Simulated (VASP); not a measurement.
# HfSi2B4 (P1) in VASP: a series of runs

The runs below take HfSi2B4 through relaxation of cell and atoms, with PBE.

All numbers are computed with VASP 6.6.1; they aren't measurements. Logs are shortened: lines on timing, memory, paths and dates and some standing lists are left out, and cuts for length are marked.

### 1 The structure

The typed cell holds 14 atoms: a = 3.109 Å, b = 5.477 Å, c = 9.294 Å, α = 89.61°, β = 89.93°, γ = 89.96°.

The cell was built by a generator and needn't be a form met in nature.

### 2 Relaxation of cell and atoms, PBE

Contents of INCAR:

```
PREC = Accurate
ENCUT = 520
EDIFF = 1E-6
ISMEAR = 0
SIGMA = 0.1
LREAL = F
LASPH = T
NELM = 120
ALGO = Normal
ISIF = 3
LWAVE = F
LCHARG = F
GGA = PE
IBRION = 2
NSW = 90
EDIFFG = -0.01
KPAR = 8
```

Contents of KPOINTS:

```
regular mesh
0
Gamma
  7 4 4
```

Contents of POSCAR:

```
HfSi2B4
1.0
    3.1091907200      0.0000000000      0.0000000000
    0.0037342700      5.4772640600      0.0000000000
    0.0112314500      0.0628856800      9.2934874100
Hf Si B
2 4 8
Direct
    0.1113207800      0.9798944500      0.0054088500
    0.6107128300      0.4818237900      0.0030571600
    0.1094428400      0.1916403900      0.6215709900
    0.1307657000      0.7737907300      0.6078074000
    0.6365592700      0.7212378100      0.4071173700
    0.1499287000      0.3862836600      0.3977958200
    0.6110865600      0.1464633400      0.1828704000
    0.1108864700      0.6460943300      0.1816170100
    0.1100803700      0.3059744800      0.1879052300
    0.6117771900      0.8165978200      0.1938411300
    0.1110648300      0.3196420600      0.8212955900
    0.6114614000      0.8172404600      0.8198229700
    0.6104817900      0.1494309800      0.8113143600
    0.1106680100      0.6503472300      0.8129315500
```

Potentials or basis: VASP PAW PBE potentials, release 64 (Hf_pv, Si, B).

The run is started by

```bash
$ cat potpaw_PBE.64/Hf_pv/POTCAR potpaw_PBE.64/Si/POTCAR potpaw_PBE.64/B/POTCAR > POTCAR
$ mpirun -np 8 vasp_std > vasp.out
```

OUTCAR:

```text
PREC = Accurate
   ENCUT = 520
   EDIFF = 1E-6
   ISMEAR = 0
   LREAL = F
   LASPH = T
   NELM = 120
   ISIF = 3
   GGA = PE
   IBRION = 2
   NSW = 90
   EDIFFG = -0.01

 ion  position               nearest neighbor table
   1  0.111  0.980  0.005-   7 2.45   8 2.45   7 2.45   9 2.47  12 2.49  12 2.49  10 2.50  10 2.50
                            11 2.52  13 2.55  14 2.55  13 2.55   2 3.14   2 3.14   2 3.16   2 3.16
   2  0.611  0.482  0.003-   8 2.45   8 2.45  11 2.46  11 2.47   7 2.47  12 2.50   9 2.50   9 2.51
                            14 2.52  14 2.52  13 2.56  10 2.56   1 3.14   1 3.14   1 3.16   1 3.16
   3  0.109  0.192  0.622-  11 1.99   4 2.29   6 2.33  13 2.36  13 2.36
   4  0.131  0.774  0.608-  14 2.02   3 2.29   5 2.44   5 2.46  12 2.49  12 2.56   6 2.89
   5  0.637  0.721  0.407-  10 2.05   6 2.38   6 2.43   4 2.44   4 2.46   8 2.60
   6  0.150  0.386  0.398-   9 2.01   3 2.33   5 2.38   5 2.43   8 2.46   4 2.89
   7  0.611  0.146  0.183-   9 1.78   9 1.79  10 1.81   1 2.45   1 2.45   2 2.47
   8  0.111  0.646  0.182-  10 1.81  10 1.82   9 1.86   1 2.45   2 2.45   2 2.45   6 2.46   5 2.60
[... 6 lines left out ...]
  13  0.610  0.149  0.811-  11 1.81  11 1.82  12 1.82   3 2.36   3 2.36   1 2.55   1 2.55   2 2.56

  14  0.111  0.650  0.813-  12 1.80  12 1.81  11 1.81   4 2.02   2 2.52   2 2.52   1 2.55

  LATTYP: Found a triclinic cell.
 ALAT       =     9.2937069565
 B/A-ratio  =     0.5893520593
 C/A-ratio  =     0.3345479618
 COS(alpha) =     0.0006817764
 COS(beta)  =     0.0012085006
 COS(gamma) =     0.0067673021

  Lattice vectors:

 A1 = (  -0.0112314500,  -0.0628856800,  -9.2934874100)
 A2 = (  -0.0037342700,  -5.4772640600,   0.0000000000)
 A3 = (  -3.1091907200,   0.0000000000,   0.0000000000)

Analysis of symmetry for initial positions (statically):
=====================================================================
 Subroutine PRICEL returns:
 Original cell was already a primitive cell.

 Routine SETGRP: Setting up the symmetry group for a
 triclinic supercell.

 Subroutine GETGRP returns: Found  1 space group operations
 (whereof  1 operations were pure point group operations)
 out of a pool of  2 trial point group operations.

The static configuration has the point symmetry C_1 .

Analysis of symmetry for dynamics (positions and initial velocities):
=====================================================================
 Subroutine PRICEL returns:
 Original cell was already a primitive cell.

 Routine SETGRP: Setting up the symmetry group for a
 triclinic supercell.

 Subroutine GETGRP returns: Found  1 space group operations
[... 152 lines left out ...]
   GGA     = PE    functional components
   LHFCALC =     F    Hartree Fock is set to
   AEXX    =    0.0000 exact exchange contribution
   IVDW    =     0    specifies the selected vdW correction
   LEPSILON=     F    determine dielectric tensor
   LRPA    =     F    only Hartree local field effects (RPA)
 conjugate gradient relaxation of ions
 non-spin polarized calculation
 Gauss-broadening in eV      SIGMA  =   0.10
  energy-cutoff  :      520.00
  volume of cell :      158.27
 maximum number of plane-waves:      4279
   NGX = 11   NGY = 21   NGZ = 35

--------------------------------------- Ionic step        1  -------------------------------------------

 number of electron      60.0000002 magnetization

 Free energy of the ion-electron system (eV)
  ---------------------------------------------------
  ext. energy  EPLUGINS =         0.00000000
  ---------------------------------------------------
  free energy    TOTEN  =       -97.54427416 eV

  energy without entropy =      -97.53197750  energy(sigma->0) =      -97.53812583

------------------------ aborting loop because EDIFF is reached ----------------------------------------

  FORCE on cell =-STRESS in cart. coord.  units (eV):
  Direction    XX          YY          ZZ          XY          YZ          ZX
  --------------------------------------------------------------------------------------
  -------------------------------------------------------------------------------------
  Total       -0.3959140      0.4413163      0.0037985      0.0220851     -0.1904873     -0.0990777
  in kB       -4.0079439      4.4675640      0.0384537      0.2235735     -1.9283545     -1.0029906
  external PRESSURE =       0.1660246 kB  Pullay stress =       0.0000000 kB
[... 125 lines left out ...]
  FREE ENERGIE OF THE ION-ELECTRON SYSTEM (eV)
  ---------------------------------------------------
  free  energy   TOTEN  =       -97.5465801685 eV

  energy  without entropy=      -97.5351552255  energy(sigma->0) =      -97.54086770

[... ionic steps 4 to 24 ...]

--------------------------------------- Ionic step       25  -------------------------------------------

 number of electron      60.0000001 magnetization

------------------------ aborting loop because EDIFF is reached ----------------------------------------
[... 91 lines left out ...]
--------------------------------------- Ionic step       27  -------------------------------------------

 number of electron      60.0000001 magnetization

 Free energy of the ion-electron system (eV)
  ---------------------------------------------------
  ext. energy  EPLUGINS =         0.00000000
  ---------------------------------------------------
  free energy    TOTEN  =       -97.55146041 eV

  energy without entropy =      -97.54036534  energy(sigma->0) =      -97.54591287

 E-fermi :   7.3301     XC(G=0): -11.3754

 val. band max:        7.3149783872   @ k =   0.1429   0.5000  -0.0000
 cond. band min:       7.3327822150   @ k =   0.2857  -0.2500   0.2500
 fundamental gap:      0.0178038278
 Fermi energy:         7.3300613689

 k-point     1 :       0.0000    0.0000    0.0000
  band No.  band energies     occupation
      1     -23.3447      2.00000
      2     -23.1636      2.00000
      3     -23.0117      2.00000
      4     -22.7282      2.00000
      5     -22.5986      2.00000
      6     -22.5576      2.00000
[... 973 lines left out ...]
     37      10.3615      0.00000
     38      10.9670      0.00000

 [... further k-points ...]

------------------------ aborting loop because EDIFF is reached ----------------------------------------

  FORCE on cell =-STRESS in cart. coord.  units (eV):
  Direction    XX          YY          ZZ          XY          YZ          ZX
  --------------------------------------------------------------------------------------
  -------------------------------------------------------------------------------------
  Total        0.0210865      0.0059476      0.0073801      0.0014630      0.0202171      0.0065484
  in kB        0.2135852      0.0602428      0.0747526      0.0148187      0.2047793      0.0663290
  external PRESSURE =       0.1161935 kB  Pullay stress =       0.0000000 kB
[... 29 lines left out ...]
  FREE ENERGIE OF THE ION-ELECTRON SYSTEM (eV)
  ---------------------------------------------------
  free  energy   TOTEN  =       -97.5514604075 eV

  energy  without entropy=      -97.5403653422  energy(sigma->0) =      -97.54591287

 reached required accuracy - stopping structural energy minimisation
```

OSZICAR:

```text
N       E                     dE             d eps       ncg     rms          rms(c)
DAV:   1     0.205086042638E+03    0.20509E+03   -0.28514E+04  4408   0.144E+03
DAV:   2    -0.901699580465E+02   -0.29526E+03   -0.28577E+03  5330   0.298E+02
DAV:   3    -0.106314791591E+03   -0.16145E+02   -0.15764E+02  5616   0.556E+01
[... 180 lines left out ...]
DAV:   4    -0.975514589593E+02    0.64268E-06   -0.25771E-06  4266   0.751E-03
  26 F= -.97551459E+02 E0= -.97545912E+02  d E =-.361160E-04
       N       E                     dE             d eps       ncg     rms          rms(c)
DAV:   1    -0.975514600005E+02   -0.39855E-06   -0.25485E-04  4426   0.833E-02    0.121E-02
DAV:   2    -0.975514604075E+02   -0.40695E-06   -0.83768E-06  5280   0.139E-02
  27 F= -.97551460E+02 E0= -.97545913E+02  d E =-.375642E-04
```

Run time: 7.9 min. Hardware: 8 MPI ranks of AMD EPYC 9R45 (Zen 5), shared host; peak memory 0.48 GiB.

Results:

| Item | Value |
| --- | --- |
| Free energy | -97.5515 eV |
| Relaxed volume | 11.30 Å³/atom |
| Relaxed cell | a = 3.104 Å, b = 5.478 Å, c = 9.303 Å, α = 89.85°, β = 90.00°, γ = 90.00° |
| Space group after relaxing (to 0.05 Å) | Pm (No. 6) |
| Energy gained by relaxing | 0.5 meV/atom |
| Ionic steps | 27 |
| Pressure after relaxing | 0.0 GPa |
| Largest force after relaxing | 0.010 eV/Å |
| Band gap on the k mesh | none (metal or under the smearing width) |

Forces on the atoms (eV/Å):
```
Hf   0.001 -0.006 -0.003
Hf  -0.001  0.003 -0.002
Si  -0.001  0.004 -0.007
Si   0.000  0.004  0.003
Si  -0.006 -0.005  0.006
Si   0.001 -0.003 -0.001
B    0.001  0.007  0.006
B    0.002  0.000 -0.004
B    0.001 -0.004 -0.003
B   -0.001 -0.002  0.007
B    0.001 -0.005  0.004
B    0.000  0.003  0.000
B    0.001  0.000 -0.005
B    0.002  0.003 -0.003
```

The path:
```
step  energy change (eV)  largest force (eV/Å)  pressure (GPa)  volume (Å³)
   1              0.0000                0.1517            0.02       158.27
   2             -0.0023                0.0594           -0.09       158.29
   3             -0.0023                0.0576           -0.09       158.29
   4             -0.0031                0.0430            0.05       158.15
   5             -0.0032                0.0475            0.10       158.10
   6             -0.0038                0.0503           -0.01       158.18
   7             -0.0039                0.0576           -0.10       158.25
   8             -0.0043                0.0505            0.04       158.12
   9             -0.0044                0.0491            0.12       158.04
  10             -0.0049                0.0409            0.02       158.14
  11             -0.0050                0.0374           -0.10       158.25
  12             -0.0054                0.0359           -0.05       158.21
  13             -0.0055                0.0387            0.02       158.16
  14             -0.0058                0.0300            0.01       158.16
  15             -0.0059                0.0376            0.01       158.16
  16             -0.0062                0.0311            0.00       158.17
  17             -0.0063                0.0328           -0.02       158.19
  18             -0.0066                0.0210            0.00       158.17
  19             -0.0066                0.0284            0.02       158.15
  20             -0.0069                0.0208            0.00       158.16
  21             -0.0069                0.0270           -0.01       158.17
  22             -0.0070                0.0187            0.00       158.17
  23             -0.0071                0.0246            0.01       158.17
  24             -0.0071                0.0151           -0.01       158.19
  25             -0.0071                0.0142           -0.01       158.19
  26             -0.0072                0.0113            0.01       158.17
  27             -0.0072                0.0096            0.01       158.18
```

Final structure:
```xyz
14
Lattice="3.1035 -0.0011 -0.0019 0.0019 5.4785 -0.0115 0.0056 0.0433 9.3031" Properties=species:S:1:pos:R:3 pbc="T T T"
Hf    0.3636    5.3669    0.0381
Hf    1.9145    2.6396    0.0229
Si    0.3666    1.0729    5.7782
Si    0.3704    4.2554    5.6582
Si    1.9213    3.9860    3.7735
Si    0.3697    2.1361    3.6943
B     1.9147    0.8161    1.6939
B     0.3640    3.5556    1.6857
B     0.3632    1.6910    1.7375
B     1.9162    4.4891    1.7891
B     0.3670    1.7781    7.6376
B     1.9197    4.5037    7.6131
B     1.9183    0.8452    7.5470
B     0.3674    3.5879    7.5611
```

Levels at points of the mesh, in eV from the Fermi level:
| k point | band 27 | band 28 | band 29 | band 30 | band 31 | band 32 | band 33 | band 34 |
| --- | --- | --- | --- | --- | --- | --- | --- | --- |
| (0.00, 0.00, 0.00) | -0.70 | -0.53 | 0.04 | 0.97 | 1.28 | 1.71 | 1.93 | 1.95 |
| (0.00, 0.50, 0.00) | -1.18 | -1.03 | 0.28 | 0.74 | 1.16 | 1.24 | 1.78 | 2.10 |
| (0.00, 0.00, 0.50) | -0.73 | -0.63 | 0.80 | 0.97 | 1.64 | 1.72 | 1.89 | 2.03 |
| (0.00, 0.50, 0.50) | -1.77 | -1.47 | -0.19 | 0.62 | 1.12 | 1.82 | 2.25 | 2.59 |

Spin-orbit coupling is left out, which matters for the levels of Hf.

### 3 Relaxation of cell and atoms, PBE

Contents of INCAR:

```
PREC = Accurate
ENCUT = 520
EDIFF = 1E-7
ISMEAR = 0
SIGMA = 0.1
LREAL = F
LASPH = T
NELM = 120
ALGO = Normal
ISIF = 3
LWAVE = F
LCHARG = F
GGA = PE
IBRION = 2
NSW = 60
EDIFFG = -0.005
POTIM = 0.3
KPAR = 8
```

KPOINTS is that of step 2.

Contents of POSCAR:

```
HfSi2B4                                 
1.0
    3.1035229473     -0.0010641741     -0.0018632137
    0.0018520337      5.4784630485     -0.0115382092
    0.0056322470      0.0433267790      9.3030559976
  Hf              Si              B             
     2     4     8
Direct
     0.1165637441739590    0.9796248281061742    0.0053357909756734
     0.6165726569595796    0.4819136876191525    0.0031877849358817
     0.1168746755721442    0.1909408431834030    0.6213636454985083
     0.1177713716007953    0.7719547424310302    0.6091935005415122
     0.6178966120745751    0.7244849300815789    0.4066406024027258
     0.1181631405808857    0.3867907163291642    0.3976092021578233
     0.6165149403201152    0.1476499402295217    0.1823871129769543
     0.1165575546660761    0.6476008462108122    0.1820200956077260
     0.1165035500095855    0.3072095582719397    0.1871699754805571
     0.6165906645434597    0.8180002854446885    0.1934466068949237
     0.1165573983305277    0.3180968771761286    0.8213969860089697
     0.6165891766022479    0.8157168703341166    0.8194823153399922
     0.6165569325280540    0.1479743166225948    0.8115417208955744
     0.1165243220379754    0.6485030879596932    0.8135804902831693
```

Potentials or basis: VASP PAW PBE potentials, release 64 (Hf_pv, Si, B).

The run is started by

```bash
$ cat potpaw_PBE.64/Hf_pv/POTCAR potpaw_PBE.64/Si/POTCAR potpaw_PBE.64/B/POTCAR > POTCAR
$ mpirun -np 8 vasp_std > vasp.out
```

It took 2.2 min on 8 MPI ranks of AMD EPYC 9R45 (Zen 5), shared host; peak memory 0.48 GiB.

The run converged. Its results:

| Quantity | Value |
| --- | --- |
| Free energy | -97.5515 eV |
| Energy gained by relaxing | 0.0 meV/atom |
| Ionic steps | 6 |
| Pressure after relaxing | 0.0 GPa |
| Largest force after relaxing | 0.004 eV/Å |
| Band gap on the k mesh | none (metal or under the smearing width) |

Forces on the atoms (eV/Å):
```
Hf   0.000  0.000 -0.001
Hf   0.001 -0.001  0.001
Si  -0.001  0.001 -0.001
Si  -0.002  0.003  0.002
Si   0.002 -0.001 -0.001
Si  -0.002 -0.002  0.001
B    0.000 -0.001 -0.001
B    0.001  0.001  0.002
B    0.000  0.001 -0.002
B    0.000 -0.002  0.000
B    0.000  0.003 -0.002
B    0.000 -0.002  0.000
B    0.000  0.000  0.002
B    0.000  0.001 -0.001
```

Final structure:
```yaml
crystal:
  lattice:
    - [3.10374, -0.00098, -0.00181]
    - [0.00201, 5.47870, -0.01127]
    - [0.00580, 0.04379, 9.30253]
  atoms:
    - { symbol: Hf, position: [0.11662, 0.97955, 0.00536] }
    - { symbol: Hf, position: [0.61659, 0.48195, 0.00315] }
    - { symbol: Si, position: [0.11678, 0.19114, 0.62128] }
    - { symbol: Si, position: [0.11772, 0.77220, 0.60924] }
    - { symbol: Si, position: [0.61750, 0.72423, 0.40681] }
    - { symbol: Si, position: [0.11815, 0.38667, 0.39748] }
    - { symbol: B, position: [0.61657, 0.14769, 0.18250] }
    - { symbol: B, position: [0.11657, 0.64754, 0.18194] }
    - { symbol: B, position: [0.11655, 0.30716, 0.18710] }
    - { symbol: B, position: [0.61658, 0.81798, 0.19361] }
    - { symbol: B, position: [0.11666, 0.31801, 0.82140] }
    - { symbol: B, position: [0.61667, 0.81582, 0.81950] }
    - { symbol: B, position: [0.61665, 0.14797, 0.81145] }
    - { symbol: B, position: [0.11664, 0.64854, 0.81354] }
```

Levels at points of the mesh, in eV from the Fermi level:
| k point | band 27 | band 28 | band 29 | band 30 | band 31 | band 32 | band 33 | band 34 |
| --- | --- | --- | --- | --- | --- | --- | --- | --- |
| (0.00, 0.00, 0.00) | -0.70 | -0.53 | 0.04 | 0.97 | 1.28 | 1.71 | 1.93 | 1.96 |
| (0.00, 0.50, 0.00) | -1.18 | -1.03 | 0.28 | 0.74 | 1.16 | 1.24 | 1.78 | 2.11 |
| (0.00, 0.00, 0.50) | -0.73 | -0.62 | 0.79 | 0.97 | 1.64 | 1.72 | 1.89 | 2.03 |
| (0.00, 0.50, 0.50) | -1.77 | -1.47 | -0.18 | 0.62 | 1.12 | 1.82 | 2.25 | 2.59 |

Spin-orbit coupling is left out, which matters for the levels of Hf.
